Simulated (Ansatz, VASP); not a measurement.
# MoS2: VASP beside Ansatz, part 2 of 2

Aim: how closely do two programs agree when they are given the same cell, functional and k mesh? The cell is taken from a series of runs on this material, whose earlier steps may have relaxed, scaled, displaced or heated it; both programs get it as it stands.

VASP 6.6.1 and Ansatz 0.2.0.

So far: Set-up; VASP: single point, HSE06.

**3. Ansatz: single point, HSE06**

Level of this step: Ansatz beside VASP: Kohn-Sham DFT, plane waves, HSE06 (Ansatz).

Ansatz runs on its default PAW (the set named soft_2) files.

The same cell, functional and mesh now go to Ansatz.

input.yaml reads:

```yaml
crystal:
  lattice:
    - [3.1685766777, 0.0, 0.0]
    - [-1.5842883388, 2.7440678967, 0.0]
    - [0.0, 0.0, 12.667349595]
  atoms:
    - { symbol: Mo, position: [0.3333333333, 0.6666666667, 0.25] }
    - { symbol: Mo, position: [0.6666666667, 0.3333333333, 0.75] }
    - { symbol: S, position: [0.3333333333, 0.6666666667, 0.6265070953] }
    - { symbol: S, position: [0.6666666667, 0.3333333333, 0.1265070953] }
    - { symbol: S, position: [0.3333333333, 0.6666666667, 0.8734929047] }
    - { symbol: S, position: [0.6666666667, 0.3333333333, 0.3734929047] }
kpoints:
  mp_grid: { grid: [6, 6, 2] }
  band_path:
    path:
      - [0.0, 0.0, 0.0]
      - [0.5, 0.0, 0.0]
      - [0.33333333, 0.33333333, 0.0]
      - [0.0, 0.0, 0.5]
      - [0.5, 0.0, 0.5]
      - [0.33333333, 0.33333333, 0.5]
      - [0.1666666667, 0.1666666667, 0.0]
    npoints: 1
hamiltonian:
  xc: hse06
scf:
  occupations: { method: fixed }
  n_extra_bands: 6
output:
  eigenvalues: true
  write_density: true
  write_potential: true
  elf: true
  volumetric_format: npy
basis:
  ecutwfc: 550.0
```

Launch:

```console
$ ansatz run input.yaml --threads 3 --pin off --max-ram 92160MiB --backend cuda --devices 1 --max-vram 13GiB --events-out ev --progress --plain --runs-dir out
```

Numbers of over 12 decimals in the logs are rounded to 6 here.

Log:

```text
scf.n_extra_bands = 6 over 26 filled bands (N_el = 52.0): the run solves 32 bands
GPUs: using 1 of 1 available (devices: 1).
Engine: ansatz 0.2.0, x86_64-unknown-linux-gnu
Pseudopotentials: kind: paw
Pseudopotential: Mo, paw, valence charge 14, recommended cutoff 420 eV (normal), Mo.paw.azcp
Pseudopotential: S, paw, valence charge 6, recommended cutoff 420 eV (normal), S.paw.azcp
Functional definition: HSE06
  parameter a = 0.25
  parameter omega = 0.11/bohr
  exchange = pbe_x - a*pbe_x_sr(omega) + a*exact_x_sr(omega)
  correlation = pbe_c
davidson cushion auto → on  (no smearing: the cushion is to keep the highest requested band from converging to the state above it; pin scf.eigensolver.cushion to override)
device memory: the entry about to start is reckoned to put 1.3 GiB on a device that reports 52.6 GiB free (of which the cap on the GPU budget leaves the run 13.0 GiB)
GPU FFT provider: cuFFT
GPU libraries: cuBLAS 13.8.2, cuFFT 12.4.0, cuSOLVER 12.3.4
Crystal: 6 atoms, lattice volume = 110.140 Å³
Basis set: ecut = 550 eV, 3157 PW (Γ)
Bands: 32, of which v1, the nominal top of the filled ones, is band 26 counted from 1 (25 counted from 0)
Symmetry: 24 space group operations
Space group: P63/mmc (ITA 194), of the structure as read, at distance tolerance 4.8e-5 Å
k-points: 14 of 72
Non-local potential: Mo, projectors of the file, l = 0: 3, l = 1: 2, l = 2: 2, l = 3: 1
Non-local potential: S, projectors of the file, l = 0: 2, l = 1: 2, l = 2: 2
PAW form: soft (Blöchl's): semilocal exchange-correlation on the pseudo side does not see the compensation charge
PAW frozen core: Mo, regenerated for the run's functional, and the local potential with it (the file was generated under x = pbe(κ = 0.804, μ = 0.219515), c = pbe(β = 0.066725))
PAW frozen core: S, regenerated for the run's functional, and the local potential with it (the file was generated under x = pbe(κ = 0.804, μ = 0.219515), c = pbe(β = 0.066725))
PAW one-centre angular grid: Mo, 590 points (default); XC on 64 Gauss nodes
PAW one-centre angular grid: S, 110 points (default); XC on 64 Gauss nodes
Initial density: superposition of atomic densities (neutral atoms: chi_scale 0, normalization atom), corrected by the library's trained network
Initial wavefunctions: pseudopotential atomic-orbital guess
GPU buffer pool allocated for 62500 grid points (all kernels)
GPU transforms: local potential and band sums: pruned to the plane-wave sphere, on 25×25×100
Functional: x = pbe(κ = 0.804, μ = 0.219515), c = pbe(β = 0.066725), warm-up for x = pbe(κ = 0.804, μ = 0.219515) + 0.25 (exact − pbe) at short range (hse, ω = 0.207870 Å⁻¹), c = pbe(β = 0.066725); HSE06 as pw.x's `hse` composes it (authors' and Libxc's form: `xc: wpbeh`)
SCF iter   1: F=—  HF=-13525.566655 eV  |F-HF|=—  |Δ(HF+E_count)|=         —  Δρ=5.50e-3  dr2=7.29e-3  ethr=1.77e-3  ⟨swp⟩=6.1  Hψ=1947  notcnv=0
preconditioner: auto → none  [insulator: Δε(μ)=1.028 eV  Ē_g=7.742 eV  n_scr=26 (ndim 8)  ℏωp=21.2 eV  f_vac=0.026]
SCF iter   2: F=—  HF=-13525.577197 eV  |F-HF|=—  |Δ(HF+E_count)|=   1.05e-2  Δρ=2.84e-3  dr2=2.03e-3  ethr=1.40e-5  ⟨swp⟩=4.3  Hψ=1476  notcnv=0
SCF iter   3: F=—  HF=-13525.582815 eV  |F-HF|=—  |Δ(HF+E_count)|=   5.62e-3  Δρ=1.80e-3  dr2=9.89e-3  ethr=3.89e-6  ⟨swp⟩=3.9  Hψ=1418  notcnv=0  recentre
SCF iter   4: F=—  HF=-13525.581489 eV  |F-HF|=—  |Δ(HF+E_count)|=   1.33e-3  Δρ=3.15e-4  dr2=3.20e-4  ethr=3.89e-6  ⟨swp⟩=3.9  Hψ=1231  notcnv=0
iter 5 solved again at ethr=1.06e-8 eV; its pass at ethr=6.15e-7 eV (dr2=5.49e-6 eV) is discarded
SCF iter   5: F=-13525.581462 eV  HF=-13525.581460 eV  |F-HF|=2.84e-6  |Δ(HF+E_count)|=   2.94e-5  Δρ=8.54e-5  dr2=4.44e-6  ethr=1.06e-8  ⟨swp⟩=3.9  Hψ=2308  notcnv=0
eigensolver tolerance schedule: the retry pair's looser diagonalisation over-reported the residual by 0.24 of it (diagonalisation noise at 0.24 of the residual, at the tolerance the schedule requests for it); recorded, not acted on — ethr = c·dr2/N_el stays at c = 1.0e-1
SCF 1 stopped early in 5 iterations: F = -13525.581462 eV  dr2 = 4.44e-6
  greatest PAW one-centre occupation: 0.998 electrons in one spin orbital (limit 2), on the Mo atom at site 1 (counted from 0), in its partial waves of l = 0
device memory: the entry about to start is reckoned to put 1.9 GiB (of the 2.0 GiB reckoned in all, the device holds 0.1 GiB already) on a device that reports 52.5 GiB free (of which the cap on the GPU budget leaves the run 12.9 GiB)
GPU FFT provider: cuFFT
GPU libraries: cuBLAS 13.8.2, cuFFT 12.4.0, cuSOLVER 12.3.4
Initial density: handed on by an earlier stage of this run
Initial wavefunctions: those handed on with the density
GPU buffer pool allocated for 62500 grid points (all kernels)
GPU transforms: local potential and band sums: pruned to the plane-wave sphere, on 25×25×100
Functional: x = pbe(κ = 0.804, μ = 0.219515) + 0.25 (exact − pbe) at short range (hse, ω = 0.207870 Å⁻¹), c = pbe(β = 0.066725); HSE06 as pw.x's `hse` composes it (authors' and Libxc's form: `xc: wpbeh`)
Exchange kernel: α = 0.2500, screened, ω = 0.2079 Å⁻¹, Wigner–Seitz truncation, v(0) = 1044.3574 eV·Å³, q-mesh 6×6×2, nearest image of the exchange supercell L = 19.01 Å, pair-density grid 18×18×64, without the augmentation charges, whose exchange is taken in its separable form by FFT convolution over the k-point mesh (sized by the pseudopotential files, 24×24×100 at the most), smooth part of the exact exchange by density-matrix convolution in up to 4.71 GiB of GPU memory as planned if the GPU has room (build and FFT work areas not counted)
Frozen-core exchange: fock
SCF iter   1: F=—  HF=-13531.654096 eV  |F-HF|=—  |Δ(HF+E_count)|=         —  Δρ=1.12e-2  dr2=2.79e-1  ethr=8.53e-8  ⟨swp⟩=7.6  Hψ=2689  notcnv=0
preconditioner: auto → none  [insulator: Δε(μ)=1.550 eV  Ē_g=9.203 eV  n_scr=26 (ndim 8)  ℏωp=21.2 eV  f_vac=0.023]
SCF iter   2: F=—  HF=-13531.709263 eV  |F-HF|=—  |Δ(HF+E_count)|=   5.52e-2  Δρ=1.37e-2  dr2=6.89e-1  ethr=8.53e-8  ⟨swp⟩=7.1  Hψ=2636  notcnv=0  recentre
SCF iter   3: F=—  HF=-13531.600859 eV  |F-HF|=—  |Δ(HF+E_count)|=   1.08e-1  Δρ=3.56e-3  dr2=1.98e-2  ethr=8.53e-8  ⟨swp⟩=6.9  Hψ=2458  notcnv=0
SCF iter   4: F=—  HF=-13531.613204 eV  |F-HF|=—  |Δ(HF+E_count)|=   1.23e-2  Δρ=1.90e-3  dr2=5.54e-3  ethr=8.53e-8  ⟨swp⟩=5.0  Hψ=1973  notcnv=0
SCF iter   5: F=—  HF=-13531.612030 eV  |F-HF|=—  |Δ(HF+E_count)|=   1.17e-3  Δρ=5.17e-4  dr2=2.29e-4  ethr=8.53e-8  ⟨swp⟩=4.9  Hψ=1759  notcnv=0
SCF iter   6: F=—  HF=-13531.612797 eV  |F-HF|=—  |Δ(HF+E_count)|=   7.67e-4  Δρ=3.15e-4  dr2=2.70e-4  ethr=8.53e-8  ⟨swp⟩=4.0  Hψ=1546  notcnv=0
SCF iter   7: F=-13531.612747 eV  HF=-13531.612747 eV  |F-HF|=1.07e-7  |Δ(HF+E_count)|=   4.92e-5  Δρ=2.67e-5  dr2=7.01e-6  ethr=8.53e-8  ⟨swp⟩=4.0  Hψ=1280  notcnv=0
SCF 2 stopped early in 7 iterations: F = -13531.612747 eV  dr2 = 7.01e-6
hybrid outer 1: dexx = +2.085e-2 eV, tail = 2.32e-5 eV
GPU FFT provider: cuFFT
GPU libraries: cuBLAS 13.8.2, cuFFT 12.4.0, cuSOLVER 12.3.4
GPU buffer pool allocated for 62500 grid points (all kernels)
GPU transforms: local potential and band sums: pruned to the plane-wave sphere, on 25×25×100
Exchange kernel: α = 0.2500, screened, ω = 0.2079 Å⁻¹, Wigner–Seitz truncation, v(0) = 1044.3574 eV·Å³, q-mesh 6×6×2, nearest image of the exchange supercell L = 19.01 Å, pair-density grid 18×18×64, without the augmentation charges, whose exchange is taken in its separable form by FFT convolution over the k-point mesh (sized by the pseudopotential files, 24×24×100 at the most), smooth part of the exact exchange by density-matrix convolution in up to 4.71 GiB of GPU memory as planned if the GPU has room (build and FFT work areas not counted)
Frozen-core exchange: fock
SCF iter   1: F=—  HF=-13531.612757 eV  |F-HF|=—  |Δ(HF+E_count)|=         —  Δρ=4.71e-5  dr2=9.23e-7  ethr=2.23e-7  ⟨swp⟩=3.0  Hψ=1105  notcnv=0
preconditioner: auto → none  [insulator: Δε(μ)=1.608 eV  Ē_g=9.095 eV  n_scr=26 (ndim 8)  ℏωp=21.2 eV  f_vac=0.023]
iter 2 solved again at ethr=8.41e-11 eV; its pass at ethr=1.43e-9 eV (dr2=4.38e-8 eV) is discarded
SCF iter   2: F=—  HF=-13531.612757 eV  |F-HF|=—  |Δ(HF+E_count)|=   1.68e-7  Δρ=1.52e-5  dr2=2.02e-7  ethr=8.41e-11  ⟨swp⟩=2.2  Hψ=2312  notcnv=0
SCF iter   3: F=—  HF=-13531.612758 eV  |F-HF|=—  |Δ(HF+E_count)|=   1.67e-6  Δρ=9.44e-6  dr2=1.23e-7  ethr=8.33e-11  ⟨swp⟩=4.4  Hψ=1493  notcnv=0
SCF iter   4: F=-13531.612758 eV  HF=-13531.612758 eV  |F-HF|=2.66e-10  |Δ(HF+E_count)|=   2.17e-8  Δρ=1.03e-6  dr2=2.98e-8  ethr=8.33e-11  ⟨swp⟩=3.0  Hψ=1261  notcnv=0
SCF 3 converged in 4 iterations: F = -13531.612758 eV  dr2 = 2.98e-8
hybrid outer 2: dexx = +2.346e-6 eV, tail = 7.01e-8 eV, Δε = 1.15e-3 eV (about 5.89e-5 eV left of the loop's levels)
device memory: the entry about to start is reckoned to put 0.7 GiB on a device that reports 50.6 GiB free (of which the cap on the GPU budget leaves the run 13.0 GiB)
NSCF: frozen V_eff on 7 k-points
hybrid SCF converged: 2 outer / 11 inner (+5 warm-up), last move |dexx| = 2.35e-6 eV, tail = 7.01e-8 eV
Stability not checked: this state was not tested for a lower state beside it, because the functional holds exact exchange (a hybrid, or Hartree-Fock), whose exchange loop this test does not read (fock_operator; see scf.lower_state_search)
Free energy (F): -13531.612759 eV
Frozen-core exchange: fock
Harris-Foulkes:  -13531.612759 eV  (|F-HF|=2.66e-10)
Internal energy: -13531.612759 eV  (E = F + TS)
E sigma→0 (E₀):  -13531.612759 eV
Fermi energy:    9.968850 eV
--- Per-component energies (eV) ---
  E_band       = -425.780904
  E_kinetic    = 1307.209590
  E_local      = -4148.054426  (includes V_loc(G=0)·N_el)
  E_nonlocal   = 393.953011
  E_hartree    = 1608.478209
  E_xc         = -606.920648
  E_vxc        = -646.229732  (∫ρ·V_xc dr)
  E_exx        = -128.759491  (= α·E_x^exact, valence–valence)
  E_paw        = -8827.722041  (= ΣΔE_a)
  E_vpaw       = -292.097736  (= ΣTr[D̂ρ^β])
  E_aug_tail   = 0.000013  (compensation charges beyond the density's cutoff)
  E_ewald      = -3128.545093
  E_core_change = -1.251883  (= ΣΔE_core)
  E_smearing   = -0.000000  (= −TS)
  E_closure    = -0.000000  (closes the sum)
  Σ components = -13531.612759   (vs F -13531.612759, Δ=1.82e-12)
--- Band table (eV; the first three rows and the last of 14) ---
  k-point 0: bands = [... 22 lower, 7.7455, 8.4119, 8.8684, 9.9688, 12.9192, 12.9192, 12.9414, 12.9414, ... 2 higher]
  k-point 1: bands = [... 22 lower, 7.7277, 7.7277, 9.6576, 9.6576, 12.9247, 12.9247, 12.9247, 12.9247, ... 2 higher]
  k-point 2: bands = [... 22 lower, 7.7757, 8.5887, 8.7794, 9.2237, 12.1975, 12.6352, 12.6733, 12.7512, ... 2 higher]
  k-point 13: bands = [... 22 lower, 6.8038, 6.8038, 9.3927, 9.3927, 11.5989, 11.5989, 13.1815, 13.1815, ... 2 higher]
```

**4. Side by side**

Known differences besides the potentials themselves: exact exchange at q = 0 is treated differently, which shows on coarse meshes; VASP keeps PBE cores, Ansatz makes them for the functional; fixed occupations in Ansatz, narrow Gaussian smearing in VASP; the cutoff is 550 eV in Ansatz and 400 eV in VASP; VASP takes a coarser grid for exact exchange (PRECFOCK = Fast). Total energies have different zeros and are not compared.

Both answers:

```
              quantity  Ansatz   VASP  difference
gap on the k mesh (eV)   1.608  1.618      -0.010
```

A gap on the mesh is an upper bound, since the band edges may lie between its points.

**5. Results**

```json
{
 "difference in gap on the k mesh (single point, HSE06)": "-0.0100 eV"
}
```

What this shows: The difference in gap on the k mesh is -0.0100 eV (single point, HSE06), within the 0.08 eV picked in this series as the mark of a large difference. How closely two codes agree says nothing of how well the functional describes the real material.

[Lines on the potential files, build, host, timing and source positions are cut from VASP's logs without a mark.]

[Logs are printed without paths, hosts, clocks, repeated set-up lines and the standing remarks that a program may print on its own settings, such as how far it seeks lower states.]

[Hosts, paths, dates, database ids (printed as entryN), source tags and the programs' standing remarks are cut or masked in the printed files.]
